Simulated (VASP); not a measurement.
VASP input:

### KPOINTS
```
Automatic mesh
0
gamma
  8 8 8
0 0 0
```

INCAR:
```
! general
SYSTEM  = AlAs
PREC    = Accurate
ENCUT   = 500
LREAL   = .False.
LASPH   = .True.

! electronic loop
EDIFF   = 1E-6
NELM    = 100
ALGO    = Normal
LMAXMIX = 4

! smearing
ISMEAR  = 0
SIGMA   = 0.05

! ions
IBRION  = 2
NSW     = 40
ISIF    = 3
EDIFFG  = -0.02

! output
LWAVE   = .False.
LCHARG  = .False.
```

File POSCAR:
```
AlAs
1
    0.0000000000     2.8187182666     2.8187182666
    2.8187182666     0.0000000000     2.8187182666
    2.8187182666     2.8187182666     0.0000000000
Al As
1 1
Direct
  0.0000000000   0.0000000000   0.0000000000
  0.2500000000   0.2500000000   0.2500000000
```

POTCAR, in this order: Al As (LDA.64 set). Program: vasp_std.

Question: Translate this LDA calculation to Ansatz.

Answer: One equivalent input (not run):
Ansatz 0.2 input:
```yaml
crystal:
  lattice:
    - [0.0000000, 2.8187183, 2.8187183]
    - [2.8187183, 0.0000000, 2.8187183]
    - [2.8187183, 2.8187183, 0.0000000]
  atoms:
    - { symbol: Al, position: [0.0000000, 0.0000000, 0.0000000] }
    - { symbol: As, position: [0.2500000, 0.2500000, 0.2500000] }
kpoints:
  mp_grid: { grid: [8, 8, 8] }
hamiltonian:
  xc: lda
  pseudopotentials: { kind: paw }
scf:
  occupations: { method: gaussian, width: 0.05 }
  max_iter: 100
relax:
  max_steps: 40
  f_tol: 0.02
  cell: {}
output: { forces: true, stress: true, eigenvalues: true }
```
The two are equivalent in intent, not identical: each code has its own PAW files, so the cut-off isn't converted (ENCUT is set for VASP's; basis.ecutwfc is left out, and Ansatz then takes the one that its files recommend); Ansatz stops its SCF on the density residual and VASP on the energy change (EDIFF); Ansatz's lda is the Perdew-Wang form, while the LDA potentials of VASP carry Perdew-Zunger's.

The compound is AlAs in the zinc blende structure. It was relaxed first.
